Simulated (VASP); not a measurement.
An input for Ansatz (written as the equivalent of a VASP run, and not itself run):

Ansatz 0.2 input:
```yaml
crystal:
  lattice:
    - [0.0000000, 1.9287052, 1.9287052]
    - [1.9287052, 0.0000000, 1.9287052]
    - [1.9287052, 1.9287052, 0.0000000]
  atoms:
    - { symbol: Zn, position: [0.0000000, 0.0000000, 0.0000000] }
kpoints:
  mp_grid: { grid: [15, 15, 15] }
hamiltonian:
  xc: r2scan
  pseudopotentials: { kind: paw }
scf:
  occupations: { method: methfessel_paxton, width: 0.1 }
  max_iter: 100
relax:
  max_steps: 60
  f_tol: 0.01
  cell: {}
output: { forces: true, stress: true, eigenvalues: true }
```

Problem. Write the VASP files for the same calculation (r2SCAN).

Solution. One answer among several that fit: 
### INCAR
```
! general
SYSTEM   =  Zn
PREC     =  Accurate
ENCUT    =  400
LREAL    =  .False.
LASPH    =  .True.

! electronic loop
EDIFF    =  1E-6
NELM     =  100
ALGO     =  Normal
LMAXMIX  =  4
LMIXTAU  =  .True.

! smearing
ISMEAR   =  1
SIGMA    =  0.1

! functional
METAGGA  =  R2SCAN

! ions
IBRION   =  2
NSW      =  60
ISIF     =  3
EDIFFG   =  -0.01

! output
LWAVE    =  .False.
LCHARG   =  .False.
```

**POSCAR**
```
Zn
1
   -0.0000000000     1.9287052041     1.9287052041
    1.9287052041     0.0000000000     1.9287052041
    1.9287052041     1.9287052041     0.0000000000
Zn
1
Direct
  0.0000000000   0.0000000000   0.0000000000
```

**KPOINTS**
```
Automatic mesh
0
Gamma
15 15 15
0 0 0
```

POTCAR, in this order: Zn (PBE.64 set). Program: vasp_std.

What does not carry over: each code has its own PAW files, so the cut-off isn't converted (ENCUT is set for VASP's; basis.ecutwfc is left out, and Ansatz then takes the one that its files recommend); Ansatz stops its SCF on the density residual and VASP on the energy change (EDIFF).

The structure was generated: Zn was put into the fcc type (Fm-3m), which need not be its known phase. This run relaxes it. Symmetry was kept, so distortions that lower it aren't found. The start is the result of an earlier pass.
